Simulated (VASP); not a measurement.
# Nb3B5 (P-62m) in VASP: a series of runs, part 2 of 2

VASP 6.6.1. The steps go on from the part before.

## Step 3: Relaxation of cell and atoms, PBE

This run uses another cell than the first one, of 9.67 Å³/atom, 0.951 times its volume.

Input file INCAR:

```
SYSTEM = Nb3B5
ALGO = Fast
EDIFF = 1E-5
EDIFFG = -0.03
ENCUT = 520
GGA = PE
IBRION = 2
ISIF = 3
ISMEAR = 0
ISYM = 0
KPAR = 4
LASPH = .TRUE.
LCHARG = .FALSE.
LREAL = Auto
LWAVE = .FALSE.
NELM = 80
NSW = 110
PREC = Normal
SIGMA = 0.15
```

Input file KPOINTS:

```
k-points
0
G
  5 5 7
  0 0 0
```

Input file POSCAR:

```
Nb3B5
1.0
    5.3085917200     -0.0229851500      0.0335307600
   -2.6742015800      4.6149064400      0.0054069200
    0.0199319100      0.0152189800      3.1644028600
Nb B
3 5
Direct
    0.0005717400      0.6877603700      0.0249059300
    0.3327410700      0.3404065900      0.0078777900
    0.6679666700      0.9742319600      0.9978671500
    0.6508358000      0.3204307300      0.4941343900
    0.3470370500      0.6832091500      0.4762477500
    0.9991560000      0.3521023100      0.5034408500
    0.3400419000      0.9983429100      0.4807073300
    0.6612149900      0.6624745900      0.4921125900
```

Potentials or basis: VASP PAW PBE potentials, release 64 (Nb_sv, B).

Run with:

```
> cat potpaw_PBE.64/Nb_sv/POTCAR potpaw_PBE.64/B/POTCAR > POTCAR
> mpirun -np 4 vasp_std > vasp.out
```

OUTCAR:

```text
SYSTEM = Nb3B5
   EDIFF = 1E-5
   EDIFFG = -0.03
   ENCUT = 520
   GGA = PE
   IBRION = 2
   ISIF = 3
   ISMEAR = 0
   ISYM = 0
   LASPH = .TRUE.
   LREAL = Auto
   NELM = 80
   NSW = 110
   PREC = Normal

 ion  position               nearest neighbor table
   1  0.001  0.688  0.025-   7 2.27   8 2.27   6 2.34   5 2.35   4 2.39   7 2.42   6 2.43   8 2.44
                             5 2.52   4 2.55   3 2.86   2 3.00
   2  0.333  0.340  0.008-   8 2.32   5 2.33   4 2.34   8 2.36   4 2.37   7 2.37   6 2.38   6 2.42
                             5 2.45   7 2.49   3 2.92   1 3.00
   3  0.668  0.974  0.998-   5 2.20   8 2.27   8 2.30   5 2.33   7 2.35   6 2.44   7 2.45   4 2.46
                             4 2.47   6 2.49   1 2.86   2 2.92
   4  0.651  0.320  0.494-   7 1.68   6 1.77   8 1.80   2 2.34   2 2.37   1 2.39   3 2.46   3 2.47
                             1 2.55
   5  0.347  0.683  0.476-   7 1.70   8 1.73   6 1.80   3 2.20   2 2.33   3 2.33   1 2.35   2 2.45
                             1 2.52
   6  0.999  0.352  0.503-   4 1.77   5 1.80   1 2.34   2 2.38   2 2.42   1 2.43   3 2.44   3 2.49

   7  0.340  0.998  0.481-   4 1.68   5 1.70   1 2.27   3 2.35   2 2.37   1 2.42   3 2.45   2 2.49

   8  0.661  0.662  0.492-   5 1.73   4 1.80   1 2.27   3 2.27   3 2.30   2 2.32   2 2.36   1 2.44

IMPORTANT INFORMATION: All symmetrisations will be switched off!
NOSYMM: (Re-)initialisation of all symmetry stuff for point group C_1.

----------------------------------------------------------------------------------------

                                     Primitive cell

  volume of cell :      77.3242

  direct lattice vectors                    reciprocal lattice vectors
     5.308591720 -0.022985150  0.033530760     0.188858568  0.109439956 -0.001715925
    -2.674201580  4.614906440  0.005406920     0.000947240  0.217239245 -0.001050764
     0.019931910  0.015218980  3.164402860    -0.002002809 -0.001530842  0.316035367

  length of vectors
     5.308747374  5.333736474  3.164502229     0.218283318  0.217243852  0.316045420

  position of ions in fractional coordinates (direct lattice)
     0.000571740  0.687760370  0.024905930
     0.332741070  0.340406590  0.007877790
     0.667966670  0.974231960  0.997867150
     0.650835800  0.320430730  0.494134390
     0.347037050  0.683209150  0.476247750
     0.999156000  0.352102310  0.503440850
     0.340041900  0.998342910  0.480707330
     0.661214990  0.662474590  0.492112590
[... 131 lines left out ...]
  ---------------------------------------------------
  free energy    TOTEN  =       -69.04059419 eV

  energy without entropy =      -69.02078909  energy(sigma->0) =      -69.03069164

------------------------ aborting loop because EDIFF is reached ----------------------------------------

  FORCE on cell =-STRESS in cart. coord.  units (eV):
  Direction    XX          YY          ZZ          XY          YZ          ZX
  --------------------------------------------------------------------------------------
  -------------------------------------------------------------------------------------
  Total        8.4988487      9.6709128      8.0891412      1.2463114     -1.1801419     -1.5093181
  in kB      176.0982945    200.3837600    167.6090514     25.8238866    -24.4528385    -31.2734528
  external PRESSURE =     181.3637020 kB  Pullay stress =       0.0000000 kB
[... 29 lines left out ...]
--------------------------------------- Ionic step        2  -------------------------------------------

 number of electron      54.0000000 magnetization

 E-fermi :   9.5918     XC(G=0): -12.2943

 val. band max:        9.5695107762   @ k =   0.4000  -0.0000   0.1429
 cond. band min:       9.5922336397   @ k =   0.4000  -0.4000   0.1429
 fundamental gap:      0.0227228634
 Fermi energy:         9.5917890698

 k-point     1 :       0.0000    0.0000    0.0000
  band No.  band energies     occupation
      1     -45.5665      2.00000
      2     -45.5140      2.00000
      3     -45.4959      2.00000
      4     -21.7658      2.00000
      5     -21.7437      2.00000
      6     -21.6986      2.00000
[... 908 lines left out ...]
  FREE ENERGIE OF THE ION-ELECTRON SYSTEM (eV)
  ---------------------------------------------------
  free  energy   TOTEN  =       -69.7569687239 eV

  energy  without entropy=      -69.7384778803  energy(sigma->0) =      -69.74772330

[... ionic steps 4 to 8 ...]

--------------------------------------- Ionic step        9  -------------------------------------------

 number of electron      54.0000005 magnetization

------------------------ aborting loop because EDIFF is reached ----------------------------------------
[... 79 lines left out ...]
--------------------------------------- Ionic step       11  -------------------------------------------

 number of electron      54.0000004 magnetization

 Free energy of the ion-electron system (eV)
  ---------------------------------------------------
  ext. energy  EPLUGINS =         0.00000000
  ---------------------------------------------------
  free energy    TOTEN  =       -69.88953218 eV

  energy without entropy =      -69.86930511  energy(sigma->0) =      -69.87941865

 E-fermi :  10.8775     XC(G=0): -12.7943

 val. band max:       10.8268838055   @ k =  -0.0000  -0.0000   0.4286
 cond. band min:      11.0722310082   @ k =   0.2000   0.2000   0.0000
 fundamental gap:      0.2453472027
 Fermi energy:        10.8774643294

 k-point     1 :       0.0000    0.0000    0.0000
  band No.  band energies     occupation
      1     -44.0681      2.00000
      2     -43.9763      2.00000
      3     -43.9762      2.00000
      4     -20.3475      2.00000
      5     -20.3275      2.00000
      6     -20.3272      2.00000
[... 866 lines left out ...]
  FREE ENERGIE OF THE ION-ELECTRON SYSTEM (eV)
  ---------------------------------------------------
  free  energy   TOTEN  =       -69.8895321831 eV

  energy  without entropy=      -69.8693051119  energy(sigma->0) =      -69.87941865

 reached required accuracy - stopping structural energy minimisation
```

OSZICAR:

```text
N       E                     dE             d eps       ncg     rms          rms(c)
DAV:   1     0.589092375086E+03    0.58909E+03   -0.29604E+04  5632   0.175E+03
DAV:   2    -0.268170951618E+02   -0.61591E+03   -0.60833E+03  6896   0.669E+02
DAV:   3    -0.761743417760E+02   -0.49357E+02   -0.48949E+02  9984   0.142E+02
[... 156 lines left out ...]
RMM:   2    -0.698895010722E+02    0.98412E-03   -0.79226E-03  7766   0.874E-01    0.942E-02
RMM:   3    -0.698895296945E+02   -0.28622E-04   -0.33156E-03  8292   0.458E-01    0.522E-02
RMM:   4    -0.698895373447E+02   -0.76502E-05   -0.48665E-04  8267   0.172E-01    0.326E-02
RMM:   5    -0.698895370996E+02    0.24503E-06   -0.27921E-04  8139   0.126E-01    0.173E-02
RMM:   6    -0.698895321831E+02    0.49165E-05   -0.87751E-05  7525   0.677E-02
  11 F= -.69889532E+02 E0= -.69879419E+02  d E =-.494139E-03
```

Run time: 11 min. Hardware: 4 MPI ranks of AMD EPYC 7R43 (Zen 3), shared host; peak memory 0.21 GiB.

What came out:

* Free energy: -69.8895 eV
* Relaxed volume: 10.17 Å³/atom
* Relaxed cell: a = 5.409 Å, b = 5.408 Å, c = 3.211 Å, α = 89.99°, β = 90.01°, γ = 120.00°
* Space group after relaxing (to 0.05 Å): P-62m (No. 189)
* Energy gained by relaxing: 106.1 meV/atom
* Ionic steps: 11
* Pressure after relaxing: -0.1 GPa
* Largest force after relaxing: 0.023 eV/Å
* Band gap on the k mesh: none (metal or under the smearing width)

Forces in eV/Å, atoms in the order of the input:
```
Nb   0.008 -0.010 -0.011
Nb   0.007  0.008 -0.006
Nb  -0.008  0.008 -0.007
B    0.000 -0.009  0.007
B   -0.007 -0.016  0.000
B   -0.010  0.001  0.005
B    0.005  0.020  0.010
B    0.007 -0.003  0.002
```

Step by step:
```csv
step,energy change (eV),largest force (eV/Å),pressure (GPa),volume (Å³)
1,0.0000,3.9478,18.14,77.32
2,-0.0527,1.1860,-22.52,90.21
3,-0.7164,0.8546,-6.25,83.35
4,-0.7172,0.9092,-5.53,83.15
5,-0.8246,0.4123,2.86,80.50
6,-0.8297,0.3316,1.35,80.95
7,-0.8455,0.1612,-0.44,81.45
8,-0.8457,0.1499,-0.57,81.50
9,-0.8484,0.0561,0.30,81.20
10,-0.8484,0.0568,0.32,81.19
11,-0.8489,0.0232,-0.09,81.34
```

Final structure:
```yaml
crystal:
  lattice:
    - [5.40904, 0.00019, -0.00034]
    - [-2.70427, 4.68347, 0.00037]
    - [-0.00022, 0.00022, 3.21076]
  atoms:
    - { symbol: Nb, position: [0.99989, 0.67839, 0.99723] }
    - { symbol: Nb, position: [0.32387, 0.32624, 0.99723] }
    - { symbol: Nb, position: [0.67597, 0.00237, 0.99728] }
    - { symbol: B, position: [0.66666, 0.33577, 0.49703] }
    - { symbol: B, position: [0.33342, 0.66920, 0.49722] }
    - { symbol: B, position: [0.00006, 0.34713, 0.49716] }
    - { symbol: B, position: [0.34459, 0.00223, 0.49694] }
    - { symbol: B, position: [0.65511, 0.65763, 0.49720] }
```
